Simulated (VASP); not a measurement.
An input for Ansatz (written as the equivalent of a VASP run, and not itself run):

Ansatz 0.2 input:
```yaml
crystal:
  lattice:
    - [4.0449616, -2.2470816, -0.0231694]
    - [4.0449616, 2.2470816, -0.0231694]
    - [2.8178052, 0.0000000, 3.6703680]
  atoms:
    - { symbol: Bi, position: [0.2371943, 0.2371943, 0.2371943] }
    - { symbol: Bi, position: [0.7628057, 0.7628057, 0.7628057] }
kpoints:
  mp_grid: { grid: [10, 10, 10] }
hamiltonian:
  xc: lda
  pseudopotentials: { kind: paw }
scf:
  occupations: { method: methfessel_paxton, width: 0.1 }
  max_iter: 100
relax:
  max_steps: 40
  f_tol: 0.02
  cell: {}
output: { forces: true, stress: true, eigenvalues: true }
```

Task: Write the VASP files for the same calculation (LDA).

Result: One answer among several that fit: 
**INCAR**
```
SYSTEM = Bi
PREC = Accurate
ENCUT = 500
EDIFF = 1E-6
NELM = 100
ALGO = Normal
LREAL = .FALSE.
LASPH = .TRUE.
ISMEAR = 1
SIGMA = 0.1
LMAXMIX = 4
LWAVE = .FALSE.
LCHARG = .FALSE.
IBRION = 2
ISIF = 3
NSW = 40
EDIFFG = -0.02
```

**POSCAR**
```
Bi
1
    4.0449616149    -2.2470816330    -0.0231694495
    4.0449616149     2.2470816330    -0.0231694495
    2.8178051582     0.0000000000     3.6703680024
Bi
2
Direct
  0.2371943245   0.2371943245   0.2371943245
  0.7628056755   0.7628056755   0.7628056755
```

**KPOINTS**
```
Automatic mesh
0
Gamma
10 10 10
0 0 0
```

POTCAR, in this order: Bi_d (LDA.64 set). Program: vasp_std.

What does not carry over: each code has its own PAW files, so the cut-off isn't converted (ENCUT is set for VASP's; basis.ecutwfc is left out, and Ansatz then takes the one that its files recommend); Ansatz stops its SCF on the density residual and VASP on the energy change (EDIFF); Ansatz's lda is the Perdew-Wang form, while the LDA potentials of VASP carry Perdew-Zunger's.

The compound is Bi in the a7 structure. This run relaxes it. Symmetry was kept, so distortions that lower it aren't found.
